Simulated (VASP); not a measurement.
All values below come from PBE GGA, VASP's PBE PAW potentials (set 64) (plane waves; VASP).

The input files of a VASP run:

**POSCAR**
```
LaS
1
    0.0000000000     3.2545170655     3.2545170655
    3.2545170655     0.0000000000     3.2545170655
    3.2545170655     3.2545170655     0.0000000000
La S
1 1
Direct
  0.0000000000   0.0000000000   0.0000000000
  0.2500000000   0.2500000000   0.2500000000
```

KPOINTS:
```
k-points along high-symmetry lines
15
Line-mode
Reciprocal
  0.000000   0.000000   0.000000 ! GAMMA
 -0.500000  -0.500000   0.000000 ! X

 -0.500000  -0.500000   0.000000 ! X
 -0.375000  -0.375000   0.250000 ! U

 -0.375000   0.000000   0.375000 ! K
  0.000000   0.000000   0.000000 ! GAMMA

  0.000000   0.000000   0.000000 ! GAMMA
 -0.000000  -0.000000   0.500000 ! L

 -0.000000  -0.000000   0.500000 ! L
 -0.500000  -0.250000   0.250000 ! W

 -0.500000  -0.250000   0.250000 ! W
 -0.500000  -0.500000   0.000000 ! X
```

### INCAR
```
ALGO=Normal
EDIFF=1E-7
ENCUT=400
GGA=PE
ICHARG=11
ISMEAR=0
LASPH=.TRUE.
LCHARG=.FALSE.
LMAXMIX=6
LORBIT=11
LREAL=.FALSE.
LWAVE=.FALSE.
NELM=100
PREC=Accurate
SIGMA=0.05
SYSTEM=LaS
```

POTCAR, in this order: La S (PBE.64 set). Program: vasp_std. Read from the step before: CHGCAR.

The run wrote:

### OUTCAR
```
 ion  position               nearest neighbor table
   1  0.000  0.000  0.000-   2 2.82   2 2.82   2 2.82   2 2.82
   2  0.250  0.250  0.250-   1 2.82   1 2.82   1 2.82   1 2.82
  LATTYP: Found a face centered cubic cell.
 ALAT       =     6.5090341310
 Subroutine PRICEL returns:
 Original cell was already a primitive cell.
 Subroutine GETGRP returns: Found 24 space group operations
The static configuration has the point symmetry T_d .
The dynamic configuration has the point symmetry T_d .
 Subroutine INISYM returns: Found 24 space group operations
   k-points           NKPTS =     90   k-points in BZ     NKDIM =     90   number of bands    NBANDS=     12
   number of dos      NEDOS =    301   number of ions     NIONS =      2
   total plane-waves  NPLWV =  27000
   dimension x,y,z NGX =    30 NGY =   30 NGZ =   30
   dimension x,y,z NGXF=    60 NGYF=   60 NGZF=   60
   ions per type =               1   1
   PREC   = accura    normal or accurate (medium, high low for compatibility)
   ISTART =      0    job   : 0-new  1-cont  2-samecut
   ICHARG =     11    charge: 1-file 2-atom 10-const
   ISPIN  =      1    spin polarized calculation?
   LNONCOLLINEAR =      F non collinear calculations
   LSORBIT =      F    spin-orbit coupling
   INIWAV =      1    electr: 0-lowe 1-rand  2-diag
   ENCUT  =  400.0 eV  29.40 Ry    5.42 a.u.   7.51  7.51  7.51*2*pi/ulx,y,z
   NELM   =    100;   NELMIN=  2; NELMDL= -5     # of ELM steps
   EDIFF  = 0.1E-06   stopping-criterion for ELM
   LREAL  =      F    real-space projection
   NLSPLINE    = F    spline interpolate recip. space projectors
   LMAXMIX     =    6 max onsite mixed and CHGCAR
   VOSKOWN=      0    Vosko Wilk Nusair interpolation
   EDIFFG = 0.1E-05   stopping-criterion for IOM
   NSW    =      0    number of steps for IOM
   NBLOCK =      1;   KBLOCK =      1    inner block; outer block
   IBRION =     -1    ionic relax: 0-MD 1-quasi-New 2-CG
   NFREE  =      0    steps in history (QN), initial steepest desc. (CG)
   ISIF   =      2    stress and relaxation
   ISYM   =      2    0-nonsym 1-usesym 2-fastsym
   TEIN   =    0.0    initial temperature
   TEBEG  =    0.0;   TEEND  =   0.0 temperature during run
   SMASS  =  -3.00    Nose mass-parameter (am)
   PSTRESS=    0.0 pullay stress
   NELECT =      17.0000    total number of electrons
   EFERMI =   0.00;   METHOD = LEGACY
   ISMEAR =     0;   SIGMA  =   0.05  broadening in eV -4-tet -1-fermi 0-gaus
   IALGO  =     38    algorithm
   LDIAG  =      T    sub-space diagonalisation (order eigenvalues)
   IMIX   =      4    mixing-type and parameters
     AMIX     =   0.40;   BMIX     =  1.00
     AMIX_MAG =   1.60;   BMIX_MAG =  1.00
     AMIN     =   0.10
   GGA     = PE    functional components
   VOSKOWN =     0    Vosko Wilk Nusair interpolation
   LHFCALC =     F    Hartree Fock is set to
   LHFONE  =     F    Hartree Fock one center treatment
   AEXX    =    0.0000 exact exchange contribution
   IVDW    =     0    specifies the selected vdW correction
   LEPSILON=     F    determine dielectric tensor
   LRPA    =     F    only Hartree local field effects (RPA)
  energy-cutoff  :      400.00
  volume of cell :       68.94
      direct lattice vectors                 reciprocal lattice vectors
     0.000000000  3.254517065  3.254517065    -0.153632625  0.153632625  0.153632625
     3.254517065  0.000000000  3.254517065     0.153632625 -0.153632625  0.153632625
     3.254517065  3.254517065  0.000000000     0.153632625  0.153632625 -0.153632625
 k-point     1 :   0.0000 0.0000 0.0000  plane waves:    1243
 k-point     2 :  -0.0357-0.0357 0.0000  plane waves:    1243
 k-point     3 :  -0.0714-0.0714 0.0000  plane waves:    1251
 k-point     4 :  -0.1071-0.1071 0.0000  plane waves:    1263
 k-point     5 :  -0.1429-0.1429 0.0000  plane waves:    1275
 k-point     6 :  -0.1786-0.1786 0.0000  plane waves:    1267
 k-point     7 :  -0.2143-0.2143 0.0000  plane waves:    1267
 k-point     8 :  -0.2500-0.2500 0.0000  plane waves:    1283
 k-point     9 :  -0.2857-0.2857 0.0000  plane waves:    1267
 k-point    10 :  -0.3214-0.3214 0.0000  plane waves:    1266
...
```

OSZICAR:
```
       N       E                     dE             d eps       ncg     rms          rms(c)
DAV:   1     0.156051031507E+03    0.15605E+03   -0.51113E+03  2160   0.134E+03
DAV:   2     0.830202345869E+01   -0.14775E+03   -0.14534E+03  2984   0.249E+02
DAV:   3    -0.107552744111E+02   -0.19057E+02   -0.18704E+02  3224   0.120E+02
DAV:   4    -0.123133645376E+02   -0.15581E+01   -0.14084E+01  3744   0.247E+01
DAV:   5    -0.124558519601E+02   -0.14249E+00   -0.13354E+00  3716   0.775E+00
DAV:   6    -0.124642939422E+02   -0.84420E-02   -0.84065E-02  3636   0.182E+00
DAV:   7    -0.124648470942E+02   -0.55315E-03   -0.55304E-03  3560   0.510E-01
DAV:   8    -0.124648862352E+02   -0.39141E-04   -0.39140E-04  3636   0.134E-01
DAV:   9    -0.124648900120E+02   -0.37768E-05   -0.37767E-05  3564   0.406E-02
DAV:  10    -0.124648903436E+02   -0.33163E-06   -0.33171E-06  3584   0.108E-02
DAV:  11    -0.124648903768E+02   -0.33162E-07   -0.32973E-07  2348   0.317E-03
   1 F= -.12464890E+02 E0= -.12461233E+02  d E =-.731467E-02
```

File OUTCAR:
```
 val. band max:        5.6539906656   @ k =  -0.5000  -0.5000   0.0000

 cond. band min:       5.6759354478   @ k =  -0.3571  -0.1786   0.3214



 k-point     1 :       0.0000    0.0000    0.0000
  band No.  band energies     occupation
      1     -27.6323      2.00000
      2     -11.2890      2.00000
      3     -11.2890      2.00000
      4     -11.2890      2.00000
      5      -7.6846      2.00000
      6       1.4180      2.00000
      7       1.4180      2.00000
      8       1.4180      2.00000
      9       5.3651      2.00000
     10       7.0869      0.00000
     11       7.0869      0.00000
     12       7.0873      0.00000

 k-point     2 :      -0.0357   -0.0357    0.0000
  band No.  band energies     occupation
      1     -27.6319      2.00000
      2     -11.2984      2.00000
      3     -11.2905      2.00000
      4     -11.2905      2.00000
      5      -7.6722      2.00000
      6       1.4051      2.00000
      7       1.4281      2.00000
      8       1.4281      2.00000
      9       5.4031      2.00000
     10       7.0504      0.00000
     11       7.0893      0.00000
     12       7.0927      0.00000

 k-point     3 :      -0.0714   -0.0714    0.0000
  band No.  band energies     occupation
      1     -27.6309      2.00000
      2     -11.3255      2.00000
      3     -11.2951      2.00000
      4     -11.2951      2.00000
      5      -7.6360      2.00000
      6       1.3691      2.00000
      7       1.4581      2.00000
      8       1.4581      2.00000
      9       5.5123      1.99997
     10       6.9411      0.00000
     11       7.0961      0.00000
     12       7.0999      0.00000

 k-point     4 :      -0.1071   -0.1071    0.0000
  band No.  band energies     occupation
      1     -27.6292      2.00000
      2     -11.3682      2.00000
      3     -11.3024      2.00000
      4     -11.3024      2.00000
      5      -7.5791      2.00000
      6       1.3165      2.00000
      7       1.5073      2.00000
...
```

The density is held fixed in this step, so its total energy and stress have no physical meaning.

The structure was generated: LaS was put into the zinc blende type (F-43m), which need not be its known phase. It was relaxed first, which changed the volume by -26 %. The electron count is odd and the run is not spin-polarised, which forces a metal.
